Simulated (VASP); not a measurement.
Shape and ions are relaxed at each volume.

Energy against volume of Y (hcp). These are PW91 GGA, VASP's PBE PAW potentials (set 64) (plane waves; VASP) values and carry that method's errors.

```csv
V (Å³/atom),E (eV/atom)
30.548,-6.39336
31.523,-6.40633
32.498,-6.41109
33.473,-6.40834
34.448,-6.39884
```

Question: Fit a third-order Birch-Murnaghan equation of state.

Answer: 
```json
{
  "volume_per_atom": "32.61 Å^3/atom",
  "bulk_modulus": "40.6 GPa",
  "pressure_derivative_of_the_bulk_modulus": "2.24"
}
```

Measured: bulk modulus 41.7 GPa at 0 K (computed value off by -2.6 %), as given by Vázquez-Parga, Fernández-Martínez, Viñes, J. Chem. Theory Comput. (2023), doi:10.1021/acs.jctc.3c00612, Supporting … [zero-point energy and finite temperature contributions removed].

The compound is Y in the hcp structure. It was relaxed first.
